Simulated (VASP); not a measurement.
Ni:

```
Ni
1.0
     0.00000    1.77565    1.77565
     1.77565    0.00000    1.77565
     1.77565    1.77565    0.00000
Ni
1
Cartesian
  0.0000 0.0000 0.0000
```

```yaml
Program: VASP 6.6.1
Task: relaxation of cell and atoms
Functional: PBEsol
Potentials_or_basis: VASP PAW PBE potentials, release 64 (Ni)
Cutoff: 580 eV
k_mesh: 20 × 20 × 20
Occupations: gaussian, width 0.1 eV
Spin: collinear spin, ferromagnetic start
Starting_moments: "[1.0] μB"
```

At the start: pressure -14.4 GPa; volume 11.20 Å³/atom.

Question: How do energy, volume and symmetry change on relaxing?

Answer: Over 6 steps the energy falls by 39.8 meV/atom and the volume is 10.38 Å³/atom (-7.3 %); space group Fm-3m (No. 225, to 0.05 Å); moment 0.62 μB per cell.

Step by step:
```csv
step,energy change (eV),largest force (eV/Å),pressure (GPa),volume (Å³)
1,0.0000,0.0000,-14.38,11.20
2,0.0024,0.0000,19.97,9.65
3,-0.0398,0.0000,-0.19,10.39
4,-0.0398,0.0000,0.17,10.37
5,-0.0398,0.0000,-0.18,10.38
6,-0.0398,0.0000,0.02,10.38
```

Final structure:
```cif
data_structure
_symmetry_space_group_name_H-M 'P 1'
_symmetry_Int_Tables_number 1
_cell_length_a 2.4482
_cell_length_b 2.4482
_cell_length_c 2.4482
_cell_angle_alpha 60.000
_cell_angle_beta 60.000
_cell_angle_gamma 60.000
_cell_volume 10.38
loop_
_atom_site_label
_atom_site_type_symbol
_atom_site_fract_x
_atom_site_fract_y
_atom_site_fract_z
_atom_site_occupancy
Ni1 Ni 0.00000 0.00000 0.00000 1
```

Caveat: the PAW data sets were made with another functional, which shifts forces and pressure a little.
